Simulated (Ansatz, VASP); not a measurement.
# Ta2Se in two plane-wave programs, part 2 of 2

Aim: how closely do two programs agree when they are given the same cell, functional and k mesh? The cell is taken from a series of runs on this material, whose earlier steps may have relaxed, scaled, displaced or heated it; both programs get it as it stands.

VASP 6.6.1 and Ansatz 0.2.0.

So far: The starting structure; VASP: relaxation of cell and atoms, PBEsol with D3(BJ).

## (3) Ansatz: relaxation of cell and atoms, PBEsol with D3(BJ)

Level of this step: Ansatz beside VASP: Kohn-Sham DFT, plane waves, PBEsol with D3(BJ) (Ansatz).

Ansatz runs on its PAW soft_1 files.

The same cell, functional, mesh and smearing now go to Ansatz, which takes its cutoff from its data sets.

Input file input.yaml:

```yaml
crystal:
  lattice:
    - [3.3278810159, 0.0, 0.0]
    - [0.0, 3.3278810159, 0.0]
    - [0.0, 0.0, 9.3277679183]
  atoms:
    - { symbol: Ta, position: [0.5, 0.0, 0.7436293145] }
    - { symbol: Ta, position: [0.0, 0.5, 0.2563706855] }
    - { symbol: Ta, position: [0.5, 0.0, 0.080477816] }
    - { symbol: Ta, position: [0.0, 0.5, 0.919522184] }
    - { symbol: Se, position: [0.5, 0.0, 0.3808483185] }
    - { symbol: Se, position: [0.0, 0.5, 0.6191516815] }
kpoints:
  mp_grid: { grid: [14, 14, 6] }
hamiltonian:
  xc: pbesol
  dispersion: d3bj
  pseudopotentials: { kind: paw, azcp: { folder: soft_1 }, xc_functional: pbe }
scf:
  occupations: { method: fermi_dirac, width: 0.15 }
output:
  forces: true
  stress: true
  eigenvalues: true
relax:
  adjacent_minimum: "off"
  f_tol: 0.001
  max_steps: 60
  cell: { stress_tol: 0.01 }
```

Command:

```console
ansatz run input.yaml --threads 4 --pin off --max-ram 8192MiB --backend cpu --events-out ev --progress --plain --runs-dir out
```

Numbers of over 12 decimals in the logs are rounded to 6 here.

What it wrote:

```text
band count auto-derived: 52 (N_el = 84.0; filled up to band 42; 51 by the electrons, moments and atoms)
Engine: ansatz 0.2.0, x86_64-unknown-linux-gnu
Pseudopotentials: kind: paw
Pseudopotential: Ta, paw, valence charge 13, recommended cutoff 420 eV (normal), soft_1/Ta.paw.azcp
Pseudopotential: Se, paw, valence charge 16, recommended cutoff 420 eV (normal), soft_1/Se.paw.azcp
Functional definition: PBEsol
  exchange = pbesol_x
  correlation = pbesol_c
Crystal: 6 atoms, lattice volume = 103.303 Å³
Basis set: ecut = 420 eV, 2031 PW (Γ), exchange–correlation on 48×48×128 points (8 copies of the dense FFT grid, shifted against one another)
Bands: 52, of which v1, the nominal top of the filled ones, is band 42 counted from 1 (41 counted from 0)
Symmetry: 16 space group operations
Space group: P4/nmm (ITA 129), of the structure as read, at distance tolerance 4.7e-5 Å
k-points: 144 of 1176
Non-local potential: Ta, projectors of the file, l = 0: 3, l = 1: 2, l = 2: 2, l = 3: 1
Non-local potential: Se, projectors of the file, l = 0: 2, l = 1: 2, l = 2: 3, l = 3: 1
PAW form: soft (Blöchl's): semilocal exchange-correlation on the pseudo side does not see the compensation charge
PAW frozen core: Ta, regenerated for the run's functional, and the local potential with it (the file was generated under x = pbe(κ = 0.804, μ = 0.219515), c = pbe(β = 0.066725))
PAW frozen core: Se, regenerated for the run's functional, and the local potential with it (the file was generated under x = pbe(κ = 0.804, μ = 0.219515), c = pbe(β = 0.066725))
PAW one-centre angular grid: Ta, 590 points (default); XC on 64 Gauss nodes
PAW one-centre angular grid: Se, 590 points (default); XC on 64 Gauss nodes
Initial density: superposition of atomic densities (chi_scale 0.1, normalization cell, long waves of neutral atoms (reshape's long-wave potential 2.27 eV rms, cloud 2.90 Å wide))
Initial wavefunctions: pseudopotential atomic-orbital guess
Functional: x = pbesol(κ = 0.804, μ = 0.123457), c = pbesol(β = 0.046)
SCF iter   1: F=—  HF=-50115.771639 eV  |F-HF|=—  |Δ(HF+E_count)|=         —  Δρ=1.71e-1  dr2=4.13e2  ethr=3.10e-3  ⟨swp⟩=6.1  Hψ=28966  notcnv=0
preconditioner: auto → Kerker (q_TF=auto, 2.636 Å⁻¹)  [metal: Δε(μ)=0.005 eV  Ē_g=6.700 eV  σ=0.150 eV  W_gap=0.01  n_scr=26 (ndim 8)  ℏωp=20.7 eV  f_vac=0.000  D(μ)=3.73/eV (n_scr^D=26)]
SCF iter   2: F=—  HF=-50100.219733 eV  |F-HF|=—  |Δ(HF+E_count)|=    1.56e1  Δρ=1.06e-1  dr2=1.79e2  ethr=3.10e-3  ⟨swp⟩=3.8  Hψ=16626  notcnv=0
SCF iter   3: F=—  HF=-50086.811636 eV  |F-HF|=—  |Δ(HF+E_count)|=    1.34e1  Δρ=3.87e-2  dr2=2.00e1  ethr=3.10e-3  ⟨swp⟩=4.3  Hψ=18183  notcnv=0  defer=1
SCF iter   4: F=—  HF=-50085.166584 eV  |F-HF|=—  |Δ(HF+E_count)|=    1.65e0  Δρ=2.31e-2  dr2=2.68e0  ethr=3.10e-3  ⟨swp⟩=4.4  Hψ=17738  notcnv=0
[...]
basis re-selected at this cell: Δ(F+E_penalty+E_count) = -6.664e-5 eV, ΔP = +0.000 GPa vs the last step (what re-selecting the basis moved, of the pressure what is left beyond the Pulay correction that the steps carried, after the strain that the cell walked since its last selection, with what the two solves' SCF thresholds leave and, on support functions, any second-order correction that the steps lacked; it is no m [...]
SCF converged after 10 iterations
Free energy (F): -50084.839612 eV
Harris-Foulkes:  -50084.839612 eV  (|F-HF|=0.00e0)
Internal energy: -50084.613218 eV  (E = F + TS)
E sigma→0 (E₀):  -50084.726415 eV
Entropy (-TS):   -0.226394 eV (-37.732 meV/atom)
Fermi energy:    18.124400 eV
--- Per-component energies (eV) ---
  E_band       = -984.965488
  E_kinetic    = 1808.645746
  E_local      = -6630.198377  (includes V_loc(G=0)·N_el)
  E_nonlocal   = -739.766260
  E_hartree    = 3249.233608
  E_xc         = -1450.790585
  E_vxc        = -1123.036037  (∫ρ·V_xc dr)
  E_paw        = -36898.501267  (= ΣΔE_a)
  E_vpaw       = -799.077396  (= ΣTr[D̂ρ^β])
  E_aug_tail   = -0.000380  (compensation charges beyond the density's cutoff)
  E_ewald      = -9422.230259
  E_disp       = -3.877199  (pairwise vdW)
  E_core_change = 2.871755  (= ΣΔE_core)
  E_smearing   = -0.226394  (= −TS)
  E_closure    = 0.000000  (closes the sum)
  Σ components = -50084.839612   (vs F -50084.839612, Δ=0.00e0)
--- Forces (eV/Å), atoms counted from 1 ---
  atom   1  Ta    -0.00000000     0.00000000     0.00004005
  atom   2  Ta    -0.00000000     0.00000000    -0.00004005
  atom   3  Ta    -0.00000000     0.00000000     0.00030685
  atom   4  Ta     0.00000000     0.00000000    -0.00030685
  atom   5  Se    -0.00000000     0.00000000     0.00035428
  atom   6  Se     0.00000000     0.00000000    -0.00035428
  max |Σ_I F_I| component: 4.34e-19 eV/Å
--- Stress (GPa, compression-positive) ---
       -0.001738      -0.000000      -0.000000
       -0.000000      -0.001738      -0.000000
       -0.000000      -0.000000       0.001546
  P = ⅓ Tr σ = -0.0006 GPa (-0.006 kbar)
--- Band table (eV; the first three rows and the last of 144) ---
  k-point 0: bands = [... 38 lower, 16.6574, 18.0371, 18.2981, 18.2981, 18.5762, 18.5762, 18.7968, 18.8676, ... 6 higher]
  k-point 1: bands = [... 38 lower, 16.6821, 18.0384, 18.2966, 18.2966, 18.5721, 18.5721, 18.7032, 18.8640, ... 6 higher]
  k-point 2: bands = [... 38 lower, 16.7315, 18.0412, 18.2940, 18.2940, 18.5395, 18.5638, 18.5638, 18.8571, ... 6 higher]
  k-point 143: bands = [... 38 lower, 16.1146, 16.1146, 17.9220, 17.9220, 18.8649, 18.8649, 21.1546, 21.1546, ... 6 higher]
--- Relaxed structure (6 steps of the walk, 5 accepted, 1 SCFs on fresh bases) ---
  F+E_penalty+E_count = -50084.83961226 eV   max|allowed force component| = 3.543e-4 eV/Å   (the final SCF, on the basis selected at the relaxed cell)
  cell:  # Å, volume = 103.6586 Å³
    - [3.325779, 0, 0.0]
    - [0, 3.325779, 0.0]
    - [0.0, 0.0, 9.371700]
  atoms:
    - { symbol: Ta, position: [0.5, 0, 0.744567] }
    - { symbol: Ta, position: [0, 0.5, 0.255433] }
    - { symbol: Ta, position: [0.5, 0, 0.080273] }
    - { symbol: Ta, position: [0, 0.5, 0.919727] }
    - { symbol: Se, position: [0.5, 0, 0.379847] }
    - { symbol: Se, position: [0, 0.5, 0.620153] }
```

Reading the cycles: dr2 is the Hartree energy of the density residual (eV), the measure of convergence; HF is the Harris–Foulkes estimate of the energy, which meets the free energy F at convergence.

## (4) Comparison

Known differences besides the potentials themselves: the data sets hold 84 valence electrons in Ansatz (on its PAW soft_1 files) and 56 in VASP; the cutoff is 420 eV in Ansatz and 500 eV in VASP; Ansatz makes its cores anew for this functional, VASP keeps those of its PBE data sets; Ansatz adds a Pulay correction to the stress that steers its cell, VASP none. Total energies have different zeros and are not compared.

Compared:

| quantity | Ansatz | VASP | difference |
| --- | --- | --- | --- |
| volume (Å³) | 103.66 | 103.88 | -0.21 % |
| edge a after relaxation, in the typed setting (Å) | 3.326 | 3.327 | -0.05 % |
| edge c after relaxation, in the typed setting (Å) | 9.372 | 9.382 | -0.11 % |

## (5) Summary of results

```json
{
  "difference in volume (relaxation of cell and atoms, PBEsol with D3(BJ))": "-0.21 %"
}
```

In words: The difference in volume is -0.21 % (relaxation of cell and atoms, PBEsol with D3(BJ)), within the 1.2 % picked in this series as the mark of a large difference, as far as the stopping tolerances let one tell. The data sets hold unlike numbers of valence electrons (84 in Ansatz and 56 in VASP), so part of the differences comes from the potentials. Such differences can come from data sets, numerical settings and the points named under the comparisons, not from the functional's error against experiment.

[Lines on the potential files, build, host, timing and source positions are cut from VASP's logs without a mark.]

[Logs are printed without paths, hosts, clocks, repeated set-up lines and the standing remarks that a program may print on its own settings, such as how far it seeks lower states.]

[Hosts, paths, dates, database ids (printed as entryN), source tags and the programs' standing remarks are cut or masked in the printed files.]
